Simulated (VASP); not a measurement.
These are PBE GGA, VASP's PBE PAW potentials (set 64) (plane waves; VASP) values and carry that method's errors.

The input files of a VASP run:

### KPOINTS
```
Automatic mesh
0
Monkhorst-Pack
6 6 5
0 0 0
```

POSCAR:
```
TiB2
1
    1.5044090000    -2.6766680000     0.0000000000
    1.5044090000     2.6766680000     0.0000000000
    0.0000000000     0.0000000000     3.1769390000
Ti B
1 2
Direct
  0.0000000000   0.0000000000   0.0000000000
  0.3333330000   0.6666670000   0.5000000000
  0.6895350000   0.3562010000   0.5000000000
```

INCAR:
```
# general
SYSTEM  = TiB2
PREC    = Accurate
ENCUT   = 520
LREAL   = .FALSE.
LASPH   = .TRUE.

# electronic loop
EDIFF   = 1E-6
NELM    = 100
ALGO    = Normal
LMAXMIX = 4

# smearing
ISMEAR  = 1
SIGMA   = 0.1

# functional
GGA     = PE

# ions
ISIF    = 2

# output
LWAVE   = .FALSE.
LCHARG  = .FALSE.
```

POTCAR, in this order: Ti_sv B (PBE.64 set). Program: vasp_std.

Question: What does the run give for the energy per atom (σ→0), pressure, largest force?

Answer: 
* **energy per atom (σ→0)**: -8.118 eV/atom
* **pressure**: 1.16 GPa
* **largest force**: 1.389 eV/Å

OSZICAR:
```
...
DAV:   8    -0.243598477111E+02   -0.90860E-02   -0.16770E-01  2053   0.379E+00    0.752E-01
DAV:   9    -0.243532284982E+02    0.66192E-02   -0.68739E-02  1901   0.352E+00    0.274E-01
DAV:  10    -0.243525770307E+02    0.65147E-03   -0.46800E-03  1754   0.962E-01    0.642E-02
DAV:  11    -0.243526060039E+02   -0.28973E-04   -0.42518E-04  1965   0.271E-01    0.673E-02
DAV:  12    -0.243525695679E+02    0.36436E-04   -0.23637E-04  1909   0.209E-01    0.110E-02
DAV:  13    -0.243525684253E+02    0.11426E-05   -0.13125E-05  1658   0.490E-02    0.157E-03
DAV:  14    -0.243525684825E+02   -0.57262E-07   -0.26114E-07   812   0.594E-03
   1 F= -.24352568E+02 E0= -.24352514E+02  d E =-.162795E-03
```

The compound is TiB2 in the AlB2 type structure. The cell was not relaxed at this level, atoms are displaced from their ideal sites. The run is one of a series of settings (KPOINTS 6×6×5 Monkhorst-Pack mesh against the base run), some of them coarse on purpose.
